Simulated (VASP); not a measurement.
These are PBEsol GGA, VASP's PBE PAW potentials (set 64) (plane waves; VASP 6.6.1) values and carry that method's errors.

VASP input:

INCAR:
```
SYSTEM = WS2
PREC = Accurate
ENCUT = 400
EDIFF = 1E-7
NELM = 100
ALGO = Normal
LREAL = .FALSE.
LASPH = .TRUE.
ISMEAR = 0
SIGMA = 0.05
GGA = PS
LMAXMIX = 6
LWAVE = .FALSE.
LCHARG = .FALSE.
LORBIT = 11
ICHARG = 11
```

**POSCAR**
```
WS2
1
    3.1464981765     0.0000000000     0.0000000000
   -1.5732490883     2.7249476188     0.0000000000
    0.0000000000     0.0000000000    23.7347304766
W S
2 4
Direct
  0.3333330000   0.6666670000   0.6373153290
  0.6666670000   0.3333330000   0.3626846710
  0.3333330000   0.6666670000   0.2966585664
  0.6666670000   0.3333330000   0.7033414336
  0.6666670000   0.3333330000   0.5712412142
  0.3333330000   0.6666670000   0.4287587858
```

### KPOINTS
```
k-points along high-symmetry lines
10
Line-mode
Reciprocal
  0.000000   0.000000   0.000000 ! GAMMA
  0.500000   0.000000   0.000000 ! M

  0.500000   0.000000   0.000000 ! M
  0.333333   0.333333   0.000000 ! K

  0.333333   0.333333   0.000000 ! K
  0.000000   0.000000   0.000000 ! GAMMA

  0.000000   0.000000   0.000000 ! GAMMA
  0.000000   0.000000   0.500000 ! A

  0.000000   0.000000   0.500000 ! A
  0.500000   0.000000   0.500000 ! L

  0.500000   0.000000   0.500000 ! L
  0.333333   0.333333   0.500000 ! H

  0.333333   0.333333   0.500000 ! H
  0.000000   0.000000   0.500000 ! A

  0.500000   0.000000   0.500000 ! L
  0.500000   0.000000   0.000000 ! M

  0.333333   0.333333   0.500000 ! H
  0.333333   0.333333   0.000000 ! K
```

POTCAR, in this order: W_sv S (PBE.64 set). Program: vasp_std. Read from the step before: CHGCAR.

Output of the run:

OSZICAR:
```
       N       E                     dE             d eps       ncg     rms          rms(c)
DAV:   1     0.436090507452E+03    0.43609E+03   -0.25654E+04  6884   0.123E+03
DAV:   2    -0.187917993087E+02   -0.45488E+03   -0.44496E+03  7215   0.344E+02
DAV:   3    -0.481846382254E+02   -0.29393E+02   -0.29037E+02  6910   0.851E+01
DAV:   4    -0.491679072950E+02   -0.98327E+00   -0.98049E+00  7370   0.159E+01
DAV:   5    -0.491978840379E+02   -0.29977E-01   -0.29963E-01  7264   0.281E+00
DAV:   6    -0.491989808540E+02   -0.10968E-02   -0.10965E-02  7831   0.554E-01
DAV:   7    -0.491990239095E+02   -0.43055E-04   -0.43048E-04  7890   0.943E-02
DAV:   8    -0.491990251300E+02   -0.12205E-05   -0.12202E-05  7835   0.111E-02
DAV:   9    -0.491990251780E+02   -0.48004E-07   -0.47964E-07  5086   0.178E-03
   1 F= -.49199025E+02 E0= -.49199025E+02  d E =-.172103E-10
```

### OUTCAR
```
 val. band max:        1.0025642231   @ k =   0.0000   0.0000   0.2778

 cond. band min:       2.6603624730   @ k =   0.1852   0.1852   0.0000



 k-point     1 :       0.0000    0.0000    0.0000
  band No.  band energies     occupation
      1     -73.1089      2.00000
      2     -73.1089      2.00000
      3     -37.3858      2.00000
      4     -37.3857      2.00000
      5     -37.1914      2.00000
      6     -37.1914      2.00000
      7     -37.1914      2.00000
      8     -37.1914      2.00000
      9     -14.1194      2.00000
     10     -14.0629      2.00000
     11     -12.4581      2.00000
     12     -12.3460      2.00000
     13      -5.8974      2.00000
     14      -5.5748      2.00000
     15      -2.0500      2.00000
     16      -2.0500      2.00000
     17      -2.0473      2.00000
     18      -2.0473      2.00000
     19      -1.8071      2.00000
     20      -1.0107      2.00000
     21      -0.7739      2.00000
     22      -0.7738      2.00000
     23      -0.7630      2.00000
     24      -0.7630      2.00000
     25       0.4832      2.00000
     26       1.0026      2.00000
     27       3.7840      0.00000
     28       3.7873      0.00000
     29       3.7931      0.00000
     30       3.8230      0.00000
     31       3.9465      0.00000

 k-point     2 :       0.0556    0.0000    0.0000
  band No.  band energies     occupation
      1     -73.1083      2.00000
      2     -73.1083      2.00000
      3     -37.3836      2.00000
      4     -37.3836      2.00000
      5     -37.2032      2.00000
      6     -37.2032      2.00000
      7     -37.1942      2.00000
      8     -37.1941      2.00000
      9     -14.0652      2.00000
     10     -14.0088      2.00000
     11     -12.4372      2.00000
     12     -12.3267      2.00000
     13      -5.8333      2.00000
     14      -5.5105      2.00000
     15      -2.1937      2.00000
     16      -2.1900      2.00000
     17      -1.9970      2.00000
     18      -1.9936      2.00000
...
```

The density is held fixed in this step, so its total energy and stress have no physical meaning. The cell holds a wide vacuum, so values per volume refer to the whole cell. Unless said otherwise, spin-orbit coupling is left out, though it shifts the bands of the heavy elements here.

The cell is a sheet with vacuum, built from a database entry that may be metastable or hypothetical.
